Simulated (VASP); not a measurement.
Calculation: PBE GGA with D3 dispersion (Becke-Johnson damping), VASP's PBE PAW potentials (set 64) (plane waves; VASP 6.6.1).

VASP ran on this input.

### INCAR
```
SYSTEM = CaO
PREC = Accurate; ENCUT = 520; LREAL = .False.
LASPH = .True.
EDIFF = 1E-7; NELM = 100; ALGO = Normal
ISMEAR = 0; SIGMA = 0.05
GGA = PE; IVDW = 12
ISIF = 2
LWAVE = .False.; LCHARG = .False.
```

File POSCAR:
```
CaO
1
    0.0000000000     2.3719308805     2.3719308805
    2.3719308805     0.0000000000     2.3719308805
    2.3719308805     2.3719308805     0.0000000000
Ca O
1 1
Direct
  0.0000000000   0.0000000000   0.0000000000
  0.5000000000   0.5000000000   0.5000000000
```

File KPOINTS:
```
Automatic mesh
0
Gamma
10 10 10
0 0 0
```

POTCAR, in this order: Ca_sv O (PBE.64 set). Program: vasp_std.

Estimate the energy per atom (σ→0), dispersion energy, pressure, band gap (on the k-mesh).

| Item | Result |
|---|---|
| energy per atom (σ→0) | -643.4 kJ/mol-atom |
| dispersion energy | -0.567 eV |
| band gap (on the k-mesh) | 3.62 eV |
| pressure | 3.67 GPa |

OSZICAR:
```
...
DAV:   9    -0.127686265309E+02    0.19524E-02   -0.23920E-02  1412   0.132E+00    0.133E-01
DAV:  10    -0.127690318330E+02   -0.40530E-03   -0.20798E-03  1220   0.468E-01    0.255E-02
DAV:  11    -0.127690903401E+02   -0.58507E-04   -0.34549E-04  1608   0.157E-01    0.293E-02
DAV:  12    -0.127690760361E+02    0.14304E-04   -0.57501E-05  1312   0.852E-02    0.430E-03
DAV:  13    -0.127690760116E+02    0.24463E-07   -0.40211E-06  1516   0.203E-02    0.865E-04
DAV:  14    -0.127690758700E+02    0.14164E-06   -0.17769E-07  1328   0.450E-03    0.357E-04
DAV:  15    -0.127690759541E+02   -0.84114E-07   -0.27024E-08   672   0.221E-03
   1 F= -.13335954E+02 E0= -.13335954E+02  d E =-.556877E-13
```

The compound is CaO in the rock salt structure. This cell is one point of a volume scan, at 0.97 of the reference volume.
